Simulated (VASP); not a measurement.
Given:

```yaml
crystal:
  lattice:
    - [0.00000, 2.73067, 2.73067]
    - [2.73067, 0.00000, 2.73067]
    - [2.73067, 2.73067, 0.00000]
  atoms:
    - { symbol: Cd, position: [0.00000, 0.00000, 0.00000] }
    - { symbol: F, position: [0.25000, 0.25000, 0.25000] }
    - { symbol: F, position: [0.75000, 0.75000, 0.75000] }
```

Computed with PBE GGA with D3 dispersion (zero damping), VASP's PBE PAW potentials (set 64) (plane waves; VASP 6.6.1). Numerical set-up: 520 eV cut-off, Gaussian smearing of 0.050 eV, potentials Cd F.

Problem. Give the energies of bands 3 to 14 at the high-symmetry points, in eV from the valence-band maximum.

Solution. 
```tsv
band	Γ	X	U	L	W
3	-5.50	-5.27	-5.10	-5.21	-4.96
4	-5.50	-4.67	-4.78	-5.21	-4.67
5	-5.50	-4.67	-4.52	-4.40	-4.64
6	-4.47	-4.37	-4.50	-4.40	-4.53
7	-4.47	-4.22	-4.41	-4.24	-4.53
8	-0.87	-3.04	-3.26	-2.62	-3.36
9	-0.87	-2.75	-2.37	-2.10	-2.50
10	-0.87	-2.75	-2.23	-1.69	-1.44
11	-0.55	-0.42	-0.86	-1.69	-1.44
12	-0.55	-0.08	-0.30	-0.42	-0.51
13	-0.55	-0.08	-0.20	-0.42	0.00
14	2.92	7.67	7.63	6.87	7.73
```

The gap is indirect, 2.92 eV, from the valence maximum at W to the conduction minimum at Γ.

Measured: gap 7.80 eV (computed value off by -4.88 eV), as given by Giancarlo Cappellini et al., Physical Review B (2013), arXiv:1302.2571.

The compound is CdF2 in the fluorite structure. It was relaxed first.
